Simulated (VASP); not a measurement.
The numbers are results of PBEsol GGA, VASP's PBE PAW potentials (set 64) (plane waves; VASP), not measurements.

VASP input:

**POSCAR**
```
CdF2(111) slab
1.0
  3.8181095045   0.0000000000   0.0000000000
 -1.9090547523   3.3065790063   0.0000000000
  0.0000000000   0.0000000000  24.3791953851
F Cd
6 3
Cartesian
  1.9090566613   1.1021918999   8.2927539646
 -0.0000019091   2.2043871064  11.4102191953
  0.0000000000   0.0000000000   9.8514865799
  0.0000000000   0.0000000000  14.5277088052
  1.9090566613   1.1021918999  12.9689761898
 -0.0000019091   2.2043871064  16.0864414205
 -0.0000019091   2.2043871064   9.0721324619
  0.0000000000   0.0000000000  12.1895976926
  1.9090566613   1.1021918999  15.3070629232
```

KPOINTS:
```
Regular mesh
0
gamma
  6 6 1
```

### INCAR
```
! general
SYSTEM  = CdF2(111) slab
PREC    = Normal
ENCUT   = 450
LREAL   = .FALSE.
LASPH   = .TRUE.

! electronic loop
EDIFF   = 1E-5
NELM    = 100
NELMIN  = 4
ALGO    = Normal
LMAXMIX = 4

! smearing
ISMEAR  = 0
SIGMA   = 0.05

! functional
GGA     = PS

! ions
IBRION  = 2
NSW     = 50
ISIF    = 2
EDIFFG  = -0.03

! output
LWAVE   = .TRUE.
LCHARG  = .FALSE.

! other
LDIPOL  = .TRUE.
IDIPOL  = 3
DIPOL   = 0.5 0.5 0.5
```

POTCAR, in this order: F Cd (PBE.64 set). Program: vasp_std.

Output

### OSZICAR
```
       N       E                     dE             d eps       ncg     rms          rms(c)
DAV:   1     0.699208792483E+03    0.69921E+03   -0.36356E+04   676   0.133E+03
DAV:   2     0.328047654348E+02   -0.66640E+03   -0.64867E+03   812   0.375E+02
DAV:   3    -0.377756704925E+02   -0.70580E+02   -0.70067E+02   716   0.125E+02
DAV:   4    -0.389239526724E+02   -0.11483E+01   -0.11473E+01   686   0.176E+01
DAV:   5    -0.389394741802E+02   -0.15522E-01   -0.15520E-01   734   0.183E+00    0.162E+01
DAV:   6    -0.341991902336E+02    0.47403E+01   -0.17478E+01   986   0.506E+01    0.122E+01
DAV:   7    -0.342906930615E+02   -0.91503E-01   -0.25340E+00   662   0.101E+01    0.807E+00
DAV:   8    -0.342544576779E+02    0.36235E-01   -0.97039E-01   710   0.601E+00    0.206E+00
DAV:   9    -0.341805122290E+02    0.73945E-01   -0.25813E-01   872   0.397E+00    0.380E-01
DAV:  10    -0.341831429135E+02   -0.26307E-02   -0.34180E-02   710   0.132E+00    0.381E-01
DAV:  11    -0.341832972808E+02   -0.15437E-03   -0.15219E-03   752   0.288E-01    0.116E-01
DAV:  12    -0.341841054376E+02   -0.80816E-03   -0.66716E-04   704   0.233E-01    0.362E-02
DAV:  13    -0.341841428902E+02   -0.37453E-04   -0.78637E-05   724   0.684E-02    0.156E-02
DAV:  14    -0.341842035715E+02   -0.60681E-04   -0.30706E-05   562   0.323E-02    0.876E-03
DAV:  15    -0.341842703152E+02   -0.66744E-04   -0.52435E-06   516   0.182E-02    0.720E-03
DAV:  16    -0.341843948863E+02   -0.12457E-03   -0.15591E-05   548   0.347E-02    0.491E-03
DAV:  17    -0.341844544139E+02   -0.59528E-04   -0.95635E-06   516   0.197E-02    0.420E-03
DAV:  18    -0.341844826236E+02   -0.28210E-04   -0.34017E-06   502   0.105E-02    0.325E-03
DAV:  19    -0.341844868101E+02   -0.41865E-05   -0.56172E-07   418   0.617E-03
   1 F= -.34184487E+02 E0= -.34184487E+02  d E =-.341845E+02
       N       E                     dE             d eps       ncg     rms          rms(c)
DAV:   1    -0.341845941633E+02   -0.11154E-03   -0.10247E-01   650   0.175E+00    0.409E-02
DAV:   2    -0.341846867281E+02   -0.92565E-04   -0.11879E-03   710   0.196E-01    0.152E-02
DAV:   3    -0.341846774061E+02    0.93220E-05   -0.16329E-05   472   0.379E-02    0.113E-02
DAV:   4    -0.341846678034E+02    0.96028E-05   -0.77366E-06   438   0.425E-02
   2 F= -.34184668E+02 E0= -.34184668E+02  d E =-.180993E-03
```

### OUTCAR
```
------------------------ aborting loop because EDIFF is reached ----------------------------------------
  FORCE on cell =-STRESS in cart. coord.  units (eV):
  Direction    XX          YY          ZZ          XY          YZ          ZX
  --------------------------------------------------------------------------------------
  Total       -5.4536740     -5.4536713     -1.9271462      0.0000000     -0.0000000     -0.0000000
  in kB      -28.3891969    -28.3891828    -10.0317939      0.0000000     -0.0000000     -0.0000000
  external PRESSURE =     -22.2700579 kB  Pullay stress =       0.0000000 kB
  volume of cell :      307.78
      direct lattice vectors                 reciprocal lattice vectors
     3.818109505  0.000000000  0.000000000     0.261909722  0.151213686  0.000000000
    -1.909054752  3.306579006  0.000000000     0.000000000  0.302427372  0.000000000
     0.000000000  0.000000000 24.379195385     0.000000000  0.000000000  0.041018581
 POSITION                                       TOTAL-FORCE (eV/Angst)
 -----------------------------------------------------------------------------------
      1.90906      1.10219      8.29128        -0.000000      0.000000     -0.023938
     -0.00000      2.20439     11.41066        -0.000000     -0.000000      0.011437
      1.90905      3.30658      9.85076        -0.000000      0.000000     -0.008296
     -1.90905      3.30658     14.52844        -0.000000     -0.000000      0.008296
      1.90906      1.10219     12.96854         0.000000      0.000000     -0.011437
     -0.00000      2.20439     16.08792         0.000000      0.000000      0.023938
     -0.00000      2.20439      9.07383        -0.000000      0.000000      0.010984
      0.00000      0.00000     12.18960        -0.000000      0.000000      0.000000
      1.90906      1.10219     15.30536         0.000000      0.000000     -0.010984
 -----------------------------------------------------------------------------------
    total drift:                                0.000000      0.000000      0.000000
  FREE ENERGIE OF THE ION-ELECTRON SYSTEM (eV)
  ---------------------------------------------------
  free  energy   TOTEN  =       -34.1846678034 eV

  energy  without entropy=      -34.1846678034  energy(sigma->0) =      -34.18466780

 reached required accuracy - stopping structural energy minimisation
```
(Selected blocks of OUTCAR.)

**CONTCAR**
```
CdF2(111) slab
   1.00000000000000
     3.8181095045000002    0.0000000000000000    0.0000000000000000
    -1.9090547523000001    3.3065790062999998    0.0000000000000000
     0.0000000000000000    0.0000000000000000   24.3791953851000009
  F               Cd
     6     3
Direct
     0.6666669999999968    0.3333330000000032    0.3400964726007942
     0.3333330000000032    0.6666669999999968    0.4680489920158152
     1.0000000000000000    1.0000000000000000    0.4040640442521115
     0.0000000000000000    1.0000000000000000    0.5959359557478885
     0.6666669999999968    0.3333330000000032    0.5319510079841847
     0.3333330000000032    0.6666669999999968    0.6599035273992058
     0.3333330000000032    0.6666669999999968    0.3721957423192296
     0.0000000000000000    0.0000000000000000    0.5000000000000000
     0.6666669999999968    0.3333330000000032    0.6278042576807704
```

### OUTCAR
```
 val. band max:       -5.6675202814   @ k =   0.5000   0.0000   0.0000

 cond. band min:      -2.5300435782   @ k =   0.0000   0.0000   0.0000


 Fermi energy:        -5.4247468165

 k-point     1 :       0.0000    0.0000    0.0000
  band No.  band energies     occupation
      1     -26.1992      2.00000
      2     -25.9562      2.00000
      3     -25.6813      2.00000
      4     -25.3443      2.00000
      5     -25.0182      2.00000
      6     -25.0001      2.00000
      7     -11.1895      2.00000
      8     -11.1894      2.00000
      9     -11.0751      2.00000
     10     -11.0737      2.00000
     11     -11.0737      2.00000
     12     -10.9303      2.00000
     13     -10.9302      2.00000
     14     -10.6181      2.00000
     15     -10.1845      2.00000
     16     -10.1845      2.00000
     17     -10.1496      2.00000
     18     -10.1496      2.00000
     19     -10.0028      2.00000
     20      -9.9894      2.00000
     21      -9.9894      2.00000
     22      -8.2118      2.00000
     23      -7.5217      2.00000
     24      -7.4171      2.00000
     25      -7.2594      2.00000
     26      -7.2590      2.00000
     27      -6.8289      2.00000
     28      -6.8286      2.00000
     29      -6.5863      2.00000
     30      -6.5856      2.00000
     31      -6.5852      2.00000
     32      -6.3151      2.00000
     33      -6.1257      2.00000
     34      -6.0554      2.00000
     35      -6.0551      2.00000
     36      -5.9352      2.00000
     37      -5.9349      2.00000
     38      -5.9268      2.00000
     39      -5.9265      2.00000
     40      -2.5300      0.00000
     41      -1.7083      0.00000
     42      -0.1329      0.00000
     43       2.1479      0.00000
     44       2.2782      0.00000
     45       2.9231      0.00000
     46       3.1291      0.00000

 k-point     2 :       0.1667    0.0000    0.0000
  band No.  band energies     occupation
      1     -26.1293      2.00000
      2     -25.9115      2.00000
...
```

At this cut-off the stress carries a Pulay error, which pulls relaxed volumes low.

The cell is a thin slab with vacuum, built from CdF2 (fluorite): (111) face.
